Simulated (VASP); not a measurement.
These are PBE GGA, VASP's PBE PAW potentials (set 64) (plane waves; VASP) values and carry that method's errors.

Input for VASP

File POSCAR:
```
HgTe
4.6592680
  0.0000000000   0.7071067816   0.7071067816
  0.7071067816   0.0000000000   0.7071067816
  0.7071067816   0.7071067816   0.0000000000
Hg Te
1 1
Cart
  0.0000000000   0.0000000000   0.0000000000
  0.3535533908   0.3535533908   0.3535533908
```

### KPOINTS
```
Regular mesh
0
Gamma
 6 6 6
```

### INCAR
```
SYSTEM = HgTe
PREC = Accurate
ENCUT = 400
EDIFF = 1E-2
NELM = 100
ALGO = Normal
LREAL = .FALSE.
LASPH = .TRUE.
ISMEAR = 0
SIGMA = 0.05
GGA = PE
LMAXMIX = 6
LWAVE = .FALSE.
LCHARG = .FALSE.
ISIF = 2
```

POTCAR, in this order: Hg Te (PBE.64 set). Program: vasp_std.

The resulting files:

OUTCAR:
```
 ion  position               nearest neighbor table
   1  0.000  0.000  0.000-   2 2.85   2 2.85   2 2.85   2 2.85
   2  0.250  0.250  0.250-   1 2.85   1 2.85   1 2.85   1 2.85
  LATTYP: Found a face centered cubic cell.
 ALAT       =     6.5892000000
 Subroutine PRICEL returns:
 Original cell was already a primitive cell.
 Subroutine GETGRP returns: Found 24 space group operations
The static configuration has the point symmetry T_d .
The dynamic configuration has the point symmetry T_d .
 Subroutine INISYM returns: Found 24 space group operations
 Subroutine IBZKPT returns following result:
 Found     16 irreducible k-points:

 Following reciprocal coordinates:
            Coordinates               Weight
  0.000000  0.000000  0.000000      1.000000
  0.166667  0.000000  0.000000      8.000000
  0.333333  0.000000  0.000000      8.000000
  0.500000  0.000000  0.000000      4.000000
  0.166667  0.166667  0.000000      6.000000
  0.333333  0.166667  0.000000     24.000000
  0.500000  0.166667  0.000000     24.000000
 -0.333333  0.166667  0.000000     24.000000
 -0.166667  0.166667  0.000000     12.000000
  0.333333  0.333333  0.000000      6.000000
  0.500000  0.333333  0.000000     24.000000
 -0.333333  0.333333  0.000000     12.000000
  0.500000  0.500000  0.000000      3.000000
  0.500000  0.333333  0.166667     24.000000
 -0.333333  0.333333  0.166667     24.000000
 -0.333333  0.500000  0.166667     12.000000
   k-points           NKPTS =     16   k-points in BZ     NKDIM =     16   number of bands    NBANDS=     13
   number of dos      NEDOS =    301   number of ions     NIONS =      2
   total plane-waves  NPLWV =  27000
   dimension x,y,z NGX =    30 NGY =   30 NGZ =   30
   dimension x,y,z NGXF=    60 NGYF=   60 NGZF=   60
   ions per type =               1   1
   PREC   = accura    normal or accurate (medium, high low for compatibility)
   ISTART =      0    job   : 0-new  1-cont  2-samecut
...
```

**OSZICAR**
```
       N       E                     dE             d eps       ncg     rms          rms(c)
DAV:   1     0.935518592302E+02    0.93552E+02   -0.70987E+03   416   0.957E+02
DAV:   2     0.116051885614E-01   -0.93540E+02   -0.87479E+02   471   0.241E+02
DAV:   3    -0.380160971438E+01   -0.38132E+01   -0.38021E+01   496   0.513E+01
DAV:   4    -0.383912559480E+01   -0.37516E-01   -0.37505E-01   594   0.471E+00
DAV:   5    -0.383920972830E+01   -0.84133E-04   -0.84132E-04   338   0.227E-01    0.701E+00
DAV:   6    -0.363996062513E+01    0.19925E+00   -0.48952E-01   471   0.995E+00    0.561E+00
DAV:   7    -0.363390644315E+01    0.60542E-02   -0.10431E-01   466   0.250E+00    0.215E+00
DAV:   8    -0.363328681808E+01    0.61963E-03   -0.99891E-03   208   0.136E+00
   1 F= -.36332868E+01 E0= -.36331083E+01  d E =-.357089E-03
```

OUTCAR:
```
------------------------ aborting loop because EDIFF is reached ----------------------------------------
  FORCE on cell =-STRESS in cart. coord.  units (eV):
  Direction    XX          YY          ZZ          XY          YZ          ZX
  --------------------------------------------------------------------------------------
  Total        0.2419946      0.2419946      0.2419946     -0.0000000      0.0000000      0.0000000
  in kB        5.4209857      5.4209857      5.4209857     -0.0000000      0.0000000      0.0000000
  external PRESSURE =       5.4209857 kB  Pullay stress =       0.0000000 kB
  volume of cell :       71.52
      direct lattice vectors                 reciprocal lattice vectors
     0.000000000  3.294600000  3.294600000    -0.151763492  0.151763492  0.151763492
     3.294600000  0.000000000  3.294600000     0.151763492 -0.151763492  0.151763492
     3.294600000  3.294600000  0.000000000     0.151763492  0.151763492 -0.151763492
 POSITION                                       TOTAL-FORCE (eV/Angst)
 -----------------------------------------------------------------------------------
      0.00000      0.00000      0.00000        -0.000000     -0.000000     -0.000000
      1.64730      1.64730      1.64730         0.000000      0.000000      0.000000
 -----------------------------------------------------------------------------------
    total drift:                                0.000000      0.000000      0.000000
  FREE ENERGIE OF THE ION-ELECTRON SYSTEM (eV)
  ---------------------------------------------------
  free  energy   TOTEN  =        -3.6332868181 eV

  energy  without entropy=       -3.6329297294  energy(sigma->0) =       -3.63310827
```
(Selected blocks of OUTCAR.)

The compound is HgTe in the zinc blende structure. The cell was not relaxed at this level. The run is one of a series of settings (EDIFF = 1E-2 against the base run), some of them coarse on purpose.
